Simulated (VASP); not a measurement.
Here is the system:

```cif
data_AlCo
_chemical_formula_sum 'Al1 Co1'
_space_group_name_H-M_alt 'Pm-3m'
_space_group_IT_number 221
_space_group_name_Hall '-P 4 2 3'
_cell_length_a 2.82176
_cell_length_b 2.82176
_cell_length_c 2.82176
_cell_angle_alpha 90.000
_cell_angle_beta 90.000
_cell_angle_gamma 90.000
loop_
_atom_site_label
_atom_site_type_symbol
_atom_site_symmetry_multiplicity
_atom_site_Wyckoff_symbol
_atom_site_fract_x
_atom_site_fract_y
_atom_site_fract_z
_atom_site_occupancy
Al1 Al 1 b 0.50000 0.50000 0.50000 1
Co1 Co 1 a 0.00000 0.00000 0.00000 1
```

Calculation: revTPSS meta-GGA, VASP's PBE PAW potentials (set 64) (plane waves; VASP 6.6.1). Settings: 520 eV cut-off, 13×13×13 Γ-centred mesh, first-order Methfessel-Paxton smearing of 0.10 eV, potentials Al Co.

Q: Give the energy at these volumes per atom, relative to the lowest: 10.56, 10.89, 11.23, 11.57, 11.90 Å³.

A: 28.0, 6.7, 0.0, 5.8, 22.2 meV/atom. A third-order Birch-Murnaghan fit gives B0 = 197 GPa and B0′ = 4.3.

Measured: bulk modulus 162 GPa (computed value off by +21.6 %), a 2.861 Å (computed value off by -1.4 %), as given by Yamada et al., (2019), arXiv:1910.09660. The calculation is for a static lattice, while the measured bulk modulus, a hold thermal and zero-point effects, which are part of the difference.

The compound is CoAl in the CsCl type structure. It was relaxed first. The run is not spin-polarised, so no magnetic state was tried.
